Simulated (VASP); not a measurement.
A run of VASP 6.6.1:

File POSCAR:

```
InH2ClO
1.0
   13.0000000000      0.0000000000      0.0000000000
    0.0000000000     13.0000000000      0.0000000000
    0.0000000000      0.0000000000     11.0000000000
O In Cl H
1 1 1 2
Cartesian
    5.2966000100      6.5321999600      4.7803000300
    7.1361999800      6.8021999500      5.4244999600
    7.9746000100      4.8030999900      6.2876999900
    5.0050000000      5.6255999800      4.9103000100
    8.0210000000      8.2389000200      5.3837999600
```

INCAR.step1

```
  PREC = Accurate
  ENCUT = 520
  EDIFF = 1E-5
  ISMEAR = 0
  SIGMA = 0.01
  LREAL = False
  LASPH = True
  NELM = 100
  ALGO = Normal
  ISIF = 2
  LWAVE = True
  NBANDS = 22
  GGA = PE
```

INCAR.step2

```
  PREC = Accurate
  ENCUT = 520
  EDIFF = 1E-6
  ISMEAR = 0
  SIGMA = 0.01
  LREAL = False
  LASPH = True
  NELM = 100
  ALGO = Normal
  ISIF = 2
  LWAVE = False
  LCHARG = True
  GGA = PE
  LHFCALC = True
  AEXX = 0.25
  PRECFOCK = Fast
  IVDW = 13
  LELF = True
  LVHAR = True
  LVACPOTAV = True
  NBANDS = 22
  ISTART = 1
```

File KPOINTS:

```
Automatic mesh
0
Gamma
  1 1 1
```

Potentials or basis: VASP PAW PBE potentials, release 64 (O, In_d, Cl, H).

Launch:

```sh
$ cat potpaw_PBE.64/O/POTCAR potpaw_PBE.64/In_d/POTCAR potpaw_PBE.64/Cl/POTCAR potpaw_PBE.64/H/POTCAR > POTCAR
$ cp INCAR.step1 INCAR
$ mpirun -np 1 vasp_gam > vasp.out
$ cp INCAR.step2 INCAR
$ mpirun -np 1 vasp_gam > vasp.out
```

Hardware: 1 thread of AMD EPYC 7R43 64-Core Processor (Zen 3) (shared host).

Question: Estimate the wall time of this run.

Answer: Wall time 11 min on 1 thread of AMD EPYC 7R43 64-Core Processor (Zen 3), on a shared host, peak memory 1.4 GiB. Counts: scf iterations 39, k points 1.
